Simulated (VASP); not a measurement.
Al3Au:

```
Au Al
1.0
    -2.02533    2.02533    4.05660
     2.02533   -2.02533    4.05660
     2.02533    2.02533   -4.05660
Au Al
1 3
Direct
  0.00000 0.00000 0.00000
  0.50000 0.50000 0.00000
  0.25000 0.75000 0.50000
  0.75000 0.25000 0.50000
```

The cell comes from a database or a generator and needn't be the stable form of this composition.

```yaml
Program: VASP 6.6.1
Task: relaxation of cell and atoms
Functional: r2SCAN
Potentials_or_basis: VASP PAW PBE potentials, release 64 (Au, Al)
Cutoff: 600 eV
k_mesh: 9 × 9 × 9
Occupations: methfessel-paxton, width 0.1 eV
Spin: no spin polarisation
```

At the start: pressure -3.2 GPa; volume 16.64 Å³/atom.

Where does the relaxation end?

Over 6 steps the energy falls by 5.4 meV/atom and the volume is 16.13 Å³/atom (-3.1 %); space group I4/mmm (No. 139, to 0.05 Å).

Step by step:
| step | energy change (eV) | largest force (eV/Å) | pressure (GPa) | volume (Å³) |
| --- | --- | --- | --- | --- |
| 1 | 0.0000 | 0.0000 | -3.18 | 66.56 |
| 2 | -0.0152 | 0.0000 | 1.93 | 63.43 |
| 3 | -0.0214 | 0.0000 | 0.04 | 64.49 |
| 4 | -0.0214 | 0.0000 | -0.04 | 64.53 |
| 5 | -0.0214 | 0.0000 | -0.04 | 64.53 |
| 6 | -0.0214 | 0.0000 | -0.04 | 64.53 |

Final structure:
```yaml
crystal:
  lattice:
    - [-2.00585, 2.00585, 4.00956]
    - [2.00585, -2.00585, 4.00956]
    - [2.00585, 2.00585, -4.00956]
  atoms:
    - { symbol: Au, position: [0.00000, 0.00000, 0.00000] }
    - { symbol: Al, position: [0.50000, 0.50000, 0.00000] }
    - { symbol: Al, position: [0.25000, 0.75000, 0.50000] }
    - { symbol: Al, position: [0.75000, 0.25000, 0.50000] }
```

Caveat: the PAW data sets were made with another functional, which shifts forces and pressure a little.
